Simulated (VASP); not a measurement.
Level of theory: PBEsol GGA, VASP's PBE PAW potentials (set 64) (plane waves; VASP).

VASP ran on this input.

File KPOINTS:
```
Automatic mesh
0
Gamma
3 3 6
0 0 0
```

File POSCAR:
```
Cd4S3Te
1
    0.0006758572     5.9998073867     5.9775102080
    5.9998073867     0.0006758572     5.9775102080
    3.0002416219     3.0002416219     0.0000000000
Cd Te S
4 1 3
Direct
  0.9832501391   0.9832501391   0.0334997217
  0.9909061388   0.5243559097   0.9847379515
  0.5243559097   0.9909061388   0.9847379515
  0.5009952924   0.5009952924   0.9980094151
  0.1273101256   0.1273101256   0.2453797488
  0.1280432926   0.6213459324   0.2506107750
  0.6213459324   0.1280432926   0.2506107750
  0.6237931693   0.6237931693   0.2524136615
```

### INCAR
```
# general
SYSTEM =Cd4S3Te
PREC   =Accurate
ENCUT  =400
LREAL  =.False.   # projection in real space or not
LASPH  =.True.   # aspherical one-centre terms

# electronic loop
EDIFF  =1E-6
NELM   =100   # most electronic steps
ALGO   =Normal
LMAXMIX=4   # l cut-off of mixed one-centre charges

# smearing
ISMEAR =0   # Gaussian
SIGMA  =0.05   # width (eV)

# functional
GGA    =PS

# ions
IBRION =2   # conjugate gradients
NSW    =60
ISIF   =3   # ions, shape and volume
EDIFFG =-0.02   # ionic stop

# output
LWAVE  =.False.
LCHARG =.False.
```

POTCAR, in this order: Cd Te S (PBE.64 set). Program: vasp_std.

Output of the run:

OSZICAR:
```
       N       E                     dE             d eps       ncg     rms          rms(c)
DAV:   1     0.439067207046E+03    0.43907E+03   -0.30125E+04  1376   0.124E+03
DAV:   2     0.251406027250E+00   -0.43882E+03   -0.43103E+03  1539   0.335E+02
DAV:   3    -0.270692957706E+02   -0.27321E+02   -0.27200E+02  1605   0.822E+01
DAV:   4    -0.274475627791E+02   -0.37827E+00   -0.37782E+00  1660   0.927E+00
DAV:   5    -0.274529205494E+02   -0.53578E-02   -0.53566E-02  1601   0.104E+00    0.149E+01
DAV:   6    -0.256838531434E+02    0.17691E+01   -0.44512E+00  1681   0.168E+01    0.116E+01
DAV:   7    -0.256423334921E+02    0.41520E-01   -0.15344E+00  1521   0.529E+00    0.501E+00
DAV:   8    -0.256246206133E+02    0.17713E-01   -0.26570E-01  1694   0.393E+00    0.714E-01
DAV:   9    -0.256199735769E+02    0.46470E-02   -0.47560E-02  1664   0.185E+00    0.330E-01
DAV:  10    -0.256201348557E+02   -0.16128E-03   -0.26640E-03  1514   0.341E-01    0.190E-01
DAV:  11    -0.256202538708E+02   -0.11902E-03   -0.41371E-04  1522   0.107E-01    0.740E-02
DAV:  12    -0.256202875932E+02   -0.33722E-04   -0.66583E-05  1588   0.510E-02    0.258E-02
DAV:  13    -0.256203013885E+02   -0.13795E-04   -0.24280E-05  1469   0.384E-02    0.105E-02
DAV:  14    -0.256203020788E+02   -0.69032E-06   -0.55470E-06  1570   0.195E-02
   1 F= -.25620302E+02 E0= -.25620287E+02  d E =-.256203E+02
       N       E                     dE             d eps       ncg     rms          rms(c)
DAV:   1    -0.256217825079E+02   -0.14811E-02   -0.87001E-02  1400   0.174E+00    0.278E-01
DAV:   2    -0.256206675527E+02    0.11150E-02   -0.38449E-03  1534   0.533E-01    0.961E-02
DAV:   3    -0.256205147280E+02    0.15282E-03   -0.40329E-04  1535   0.123E-01    0.781E-02
DAV:   4    -0.256204886088E+02    0.26119E-04   -0.55127E-05  1545   0.448E-02    0.153E-02
DAV:   5    -0.256204871293E+02    0.14795E-05   -0.16049E-05  1597   0.336E-02    0.101E-02
DAV:   6    -0.256204875510E+02   -0.42174E-06   -0.15817E-06   804   0.945E-03
   2 F= -.25620488E+02 E0= -.25620473E+02  d E =-.185472E-03
```

File OUTCAR:
```
------------------------ aborting loop because EDIFF is reached ----------------------------------------
  FORCE on cell =-STRESS in cart. coord.  units (eV):
  Direction    XX          YY          ZZ          XY          YZ          ZX
  --------------------------------------------------------------------------------------
  Total        0.0194392      0.0194392      0.0275008      0.0005225      0.0000000      0.0000000
  in kB        0.1449248      0.1449248      0.2050266      0.0038958      0.0000000      0.0000000
  external PRESSURE =       0.1649587 kB  Pullay stress =       0.0000000 kB
  volume of cell :      214.90
      direct lattice vectors                 reciprocal lattice vectors
    -0.002388038  5.997260407  5.975021889    -0.083338216  0.083338216  0.083681702
     5.997260407 -0.002388038  5.975021889     0.083338216 -0.083338216  0.083681702
     2.997436185  2.997436185 -0.000000000     0.166809223  0.166809223 -0.167363404
 POSITION                                       TOTAL-FORCE (eV/Angst)
 -----------------------------------------------------------------------------------
      5.99487      5.99487     11.75114         0.000000      0.000000      0.001291
      6.09421      8.89297      9.05297         0.001209     -0.001209     -0.015422
      8.89297      6.09421      9.05297        -0.001209      0.001209     -0.015422
      5.99487      5.99487      5.98831         0.000000      0.000000      0.015481
      1.49872      1.49872      1.52027        -0.000000     -0.000000     -0.001173
      4.47691      1.51796      4.47770        -0.004757      0.004757      0.006905
      1.51796      4.47691      4.47770         0.004757     -0.004757      0.006905
      4.49615      4.49615      7.45413         0.000000      0.000000      0.001434
 -----------------------------------------------------------------------------------
    total drift:                               -0.000004     -0.000004      0.000004
  FREE ENERGIE OF THE ION-ELECTRON SYSTEM (eV)
  ---------------------------------------------------
  free  energy   TOTEN  =       -25.6204875510 eV

  energy  without entropy=      -25.6204591715  energy(sigma->0) =      -25.62047336

 reached required accuracy - stopping structural energy minimisation
```
(Selected blocks of OUTCAR.)

### CONTCAR
```
Cd4S3Te
   1.00000000000000
    -0.0023880383322627    5.9972604074998044    5.9750218888750526
     5.9972604074998044   -0.0023880383322627    5.9750218888750526
     2.9974361845338380    2.9974361845338380   -0.0000000000000209
  Cd              Te              S
     4     1     3
Direct
     0.9833552600503974    0.9833552600503974    0.0332894797992033
     0.9908118822250170    0.5243241915161068    0.9848639262588763
     0.5243241915161068    0.9908118822250170    0.9848639262588763
     0.5011123897149607    0.5011123897149607    0.9977752204700768
     0.1272190813928640    0.1272190813928640    0.2455618372142649
     0.1281076787978739    0.6212955422378436    0.2505967789642755
     0.6212955422378436    0.1281076787978739    0.2505967789642755
     0.6237739739649278    0.6237739739649278    0.2524520521701460
```

The structure was generated: Cd4S3Te was put into an ordered model structure (Amm2), which need not be its known phase. This run relaxes it. Symmetry was kept, so distortions that lower it aren't found. The start is the result of an earlier pass.
